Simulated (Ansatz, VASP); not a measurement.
# Si2Mo in two plane-wave programs, part 2 of 2

One calculation is typed for both programs; each brings its own data sets. How far apart do they land? The cell is taken from a series of runs on this material, whose earlier steps may have relaxed, scaled, displaced or heated it; both programs get it as it stands.

VASP 6.6.1 and Ansatz 0.2.0.

So far: Starting point; VASP: zone-centre phonons, PBEsol.

### Step 3. Ansatz: zone-centre phonons, PBEsol

Level of this step: Ansatz beside VASP: Kohn-Sham DFT, plane waves, PBEsol (Ansatz).

Ansatz runs on its PAW soft_1 files.

The same cell, functional, mesh and smearing now go to Ansatz, which takes its cutoff from its data sets.

The input, input.yaml:

```yaml
crystal:
  lattice:
    - [-1.584271804, 1.584271804, 4.0666959875]
    - [1.584271804, -1.584271804, 4.0666959875]
    - [1.584271804, 1.584271804, -4.0666959875]
  atoms:
    - { symbol: Si, position: [0.3362356789, 0.3362356789, 0.0] }
    - { symbol: Si, position: [0.6637643211, 0.6637643211, 0.0] }
    - { symbol: Mo, position: [0.0, 0.0, 0.0] }
kpoints:
  mp_grid: { grid: [20, 20, 20] }
hamiltonian:
  xc: pbesol
  pseudopotentials: { kind: paw, azcp: { folder: soft_1 }, xc_functional: pbe }
scf:
  occupations: { method: methfessel_paxton, width: 0.2 }
output:
  eigenvalues: true
phonons:
  method: dfpt
```

Run with:

```bash
$ ansatz run input.yaml --threads 4 --pin off --max-ram 10240MiB --backend cpu --events-out ev --progress --plain --runs-dir out
```

Numbers of over 12 decimals in the logs are rounded to 6 here.

What it wrote:

```text
zone centre: on kpoints.mp_grid the ground state, and the responses unless they are solved on pairs of k-points, stand on 1166 of the mesh's 8000 k-points, reduced under 4 symmetry operations, with k and −k counted as one. Each operation leaves every solved displacement unchanged or reverses it
Engine: ansatz 0.2.0, aarch64-unknown-linux-gnu
Pseudopotentials: kind: paw
Pseudopotential: Si, paw, valence charge 4, recommended cutoff 420 eV (normal), soft_1/Si.paw.azcp
Pseudopotential: Mo, paw, valence charge 14, recommended cutoff 420 eV (normal), soft_1/Mo.paw.azcp
Functional definition: PBEsol
  exchange = pbesol_x
  correlation = pbesol_c
Crystal: 3 atoms, lattice volume = 40.828 Å³
Basis set: ecut = 420 eV, 793 PW (Γ), exchange–correlation on 64×64×64 points (8 copies of the dense FFT grid, shifted against one another)
Bands: 15, of which v1, the nominal top of the filled ones, is band 11 counted from 1 (10 counted from 0)
Symmetry: 16 space group operations
k-points: 1166 of 8000 (irreducible under 4 space group operations, time reversal used)
Non-local potential: Si, projectors of the file, l = 0: 2, l = 1: 2, l = 2: 1
Non-local potential: Mo, projectors of the file, l = 0: 3, l = 1: 2, l = 2: 2, l = 3: 1
PAW form: soft (Blöchl's): semilocal exchange-correlation on the pseudo side does not see the compensation charge
PAW frozen core: Si, regenerated for the run's functional, and the local potential with it (the file was generated under x = pbe(κ = 0.804, μ = 0.219515), c = pbe(β = 0.066725))
PAW frozen core: Mo, regenerated for the run's functional, and the local potential with it (the file was generated under x = pbe(κ = 0.804, μ = 0.219515), c = pbe(β = 0.066725))
PAW one-centre angular grid: Si, 110 points (default); XC on 64 Gauss nodes
PAW one-centre angular grid: Mo, 590 points (default); XC on 64 Gauss nodes
Initial density: superposition of atomic densities (chi_scale 0.1, normalization cell, long waves kept (reshape's long-wave potential 0.00 eV rms))
Initial wavefunctions: pseudopotential atomic-orbital guess
Functional: x = pbesol(κ = 0.804, μ = 0.123457), c = pbesol(β = 0.046)
SCF iter   1: F=—  HF=-6143.493897 eV  |F-HF|=—  |Δ(HF+E_count)|=         —  Δρ=9.33e-2  dr2=5.40e0  ethr=3.10e-3  ⟨swp⟩=5.3  Hψ=99730  notcnv=0
preconditioner: auto → Kerker (q_TF=auto, 2.461 Å⁻¹)  [metal: Δε(μ)=0.012 eV  Ē_g=8.000 eV  σ=0.200 eV  W_gap=0.05  n_scr=10 (ndim 8)  ℏωp=21.7 eV  f_vac=0.000  D(μ)=0.92/eV (n_scr^D=2)]
SCF iter   2: F=—  HF=-6142.288722 eV  |F-HF|=—  |Δ(HF+E_count)|=    1.21e0  S|Δr|=    0.00e0  Δρ=3.04e-2  dr2=2.77e-1  ethr=3.10e-3  ⟨swp⟩=2.2  Hψ=43488  notcnv=0  defer=6
SCF iter   3: F=—  HF=-6142.234181 eV  |F-HF|=—  |Δ(HF+E_count)|=   5.45e-2  S|Δr|=    0.00e0  Δρ=1.52e-2  dr2=7.82e-2  ethr=1.26e-3  ⟨swp⟩=2.5  Hψ=23275  notcnv=0  defer=6
SCF iter   4: F=—  HF=-6142.214795 eV  |F-HF|=—  |Δ(HF+E_count)|=   1.94e-2  S|Δr|=    0.00e0  Δρ=2.63e-3  dr2=2.88e-3  ethr=3.55e-4  ⟨swp⟩=2.3  Hψ=25635  notcnv=0  defer=6
SCF iter   5: F=—  HF=-6142.213909 eV  |F-HF|=—  |Δ(HF+E_count)|=   8.86e-4  S|Δr|=    0.00e0  Δρ=2.42e-4  dr2=3.60e-5  ethr=1.31e-5  ⟨swp⟩=2.6  Hψ=27625  notcnv=0  defer=6
SCF iter   6: F=—  HF=-6142.213902 eV  |F-HF|=—  |Δ(HF+E_count)|=   6.30e-6  S|Δr|=    0.00e0  Δρ=2.80e-5  dr2=2.38e-7  ethr=1.63e-7  ⟨swp⟩=2.4  Hψ=24564  notcnv=0  defer=6
SCF iter   7: F=—  HF=-6142.213903 eV  |F-HF|=—  |Δ(HF+E_count)|=   6.12e-7  S|Δr|=    0.00e0  Δρ=4.24e-6  dr2=6.25e-9  ethr=1.08e-9  ⟨swp⟩=2.5  Hψ=28814  notcnv=0  defer=6
SCF iter   8: F=—  HF=-6142.213903 eV  |F-HF|=—  |Δ(HF+E_count)|=  9.83e-10  S|Δr|=    0.00e0  Δρ=6.08e-7  dr2=1.25e-10  ethr=2.84e-11  ⟨swp⟩=2.2  Hψ=29187  notcnv=0  defer=6
SCF iter   9: F=-6142.213903 eV  HF=-6142.213903 eV  |F-HF|=0.00e0  |Δ(HF+E_count)|=  3.37e-11  S|Δr|=    0.00e0  Δρ=9.21e-8  dr2=3.86e-12  ethr=1.00e-12  ⟨swp⟩=5.2  Hψ=71028  notcnv=0
the search or the solves at the SCF's close seem to have found levels that the self-consistency loop had missed (the run counts 5). By its estimate they hold under 1e-12 electrons; where the run keeps them, the occupations were computed again with them
SCF 1 converged in 9 iterations: F = -6142.213903 eV  dr2 = 3.86e-12
  greatest PAW one-centre occupation: 0.999 electrons in one spin orbital (limit 2), on the Mo atom at site 2 (counted from 0), in its partial waves of l = 0
DFPT response loops at Γ: preconditioner auto → Kerker (q_TF=auto, 2.461 Å⁻¹) (partly filled bands, converged f_vac=0.000); β = 1.00, the filter's whole step (`scf.mixing.beta` (0.50) is not read by the response loops under this deck's `scf.mixing.preconditioner`; to damp them name `kerker` or `kerker_dos`, under which they read `scf.mixing.beta`, and type it under 1.00, their step now; both keys bind the ground state too); Broyden in place of MSR1
SCF converged after 9 iterations
Stability not checked: this state was not tested for a lower state beside it, because cold or Methfessel-Paxton smearing, or corrected tetrahedra, fill the levels in a way that the test cannot read (fill_not_monotonic; see scf.lower_state_search)
Free energy (F): -6142.213903 eV
Harris-Foulkes:  -6142.213903 eV  (|F-HF|=0.00e0)
Internal energy: -6142.215012 eV  (E = F + TS)
E sigma→0 (E₀):  -6142.214180 eV
Entropy (-TS):   0.001109 eV (0.370 meV/atom)
Fermi energy:    15.699309 eV
Step filling:    the computed levels leave a gap of 0.0000 eV = 0.0 smearing widths at the electron count; against every level under it full and every level over it empty, smearing changes F+E_penalty+E_count by +0.332 meV and its σ→0 estimate by +0.055 meV
--- Per-component energies (eV) ---
  E_band       = -53.283612
  E_kinetic    = 510.539022
  E_local      = -1153.285744  (includes V_loc(G=0)·N_el)
  E_nonlocal   = 194.480006
  E_hartree    = 439.526206
  E_xc         = -290.929651
  E_vxc        = -320.014458  (∫ρ·V_xc dr)
  E_paw        = -4149.778061  (= ΣΔE_a)
  E_vpaw       = -164.054963  (= ΣTr[D̂ρ^β])
  E_aug_tail   = 0.000123  (compensation charges beyond the density's cutoff)
  E_ewald      = -1693.039334
  E_core_change = 0.272421  (= ΣΔE_core)
  E_smearing   = 0.001109  (= −TS)
  E_closure    = -0.000000  (closes the sum)
  Σ components = -6142.213903   (vs F -6142.213903, Δ=0.00e0)
--- Band table (eV; the first three rows and the last of 1166) ---
  k-point 0: bands = [... 7 lower, 12.5063, 13.2648, 13.2648, 16.1915, 18.9179, 19.0096, 19.3282, 19.3572]
  k-point 1: bands = [... 7 lower, 12.5311, 13.0495, 13.4595, 15.8899, 18.6395, 19.0287, 19.1096, 19.3852]
  k-point 2: bands = [... 7 lower, 12.5150, 12.6070, 13.8331, 15.1405, 18.1159, 19.0064, 19.1674, 19.4509]
  k-point 1165: bands = [... 7 lower, 13.4840, 15.0078, 15.0078, 15.4836, 15.4836, 16.2873, 19.4925, 20.3681]
--- Phonons (Γ-DFPT): 4 representative perturbations + reference, on 1166 of 8000 k-points (Σ response iterations 12) ---
  k mesh reduced under 4 symmetry operations, with k and −k counted as one. Each operation leaves every solved displacement unchanged or reverses it
  ASR residual: 4.954e-5 → 0.000e0 eV/Å²; symmetrization residual: 1.780e-6 eV/Å²
  ASR residual per site (eV/Å²): 2.60e-5 2.60e-5 4.95e-5
  Γ frequencies (cm⁻¹): 0.00 0.00 0.00 273.79 274.24 274.24 321.74 321.74 385.38
  non-analytic LO–TO correction: not included (Born effective charges unavailable; polar crystals: no LO–TO splitting at Γ)
```

### Step 4. Comparison

Known differences besides the potentials themselves: the cutoff is 420 eV in Ansatz and 500 eV in VASP; Ansatz makes its cores anew for this functional, VASP keeps those of its PBE data sets. Total energies have different zeros and are not compared.

The two programs side by side:

```csv
quantity,Ansatz,VASP,difference
optical mode 1 (cm⁻¹),273.8,275.0,-0.43 %
optical mode 2 to 3 (cm⁻¹),274.2,275.5,-0.45 %
optical mode 4 to 5 (cm⁻¹),321.7,322.5,-0.24 %
optical mode 6 (cm⁻¹),385.4,386.0,-0.16 %
```

Modes are paired by rising frequency, not by their patterns, so a pair may set unlike modes beside each other; they are those without the splitting of longitudinal modes.

### Step 5. Summary of results

| Property | Result |
| --- | --- |
| r.m.s. difference of the optical zone-centre modes, each program's sorted by frequency (zone-centre phonons, PBEsol) | 1.0 cm⁻¹ |

The r.m.s. difference of the optical zone-centre modes, each program's sorted by frequency is 1.0 cm⁻¹ (zone-centre phonons, PBEsol). How closely two codes agree says nothing of how well the functional describes the real material.

[Lines on the potential files, build, host, timing and source positions are cut from VASP's logs without a mark.]

[Logs are printed without paths, hosts, clocks, repeated set-up lines and the standing remarks that a program may print on its own settings, such as how far it seeks lower states.]

[Hosts, paths, dates, database ids (printed as entryN), source tags and the programs' standing remarks are cut or masked in the printed files.]
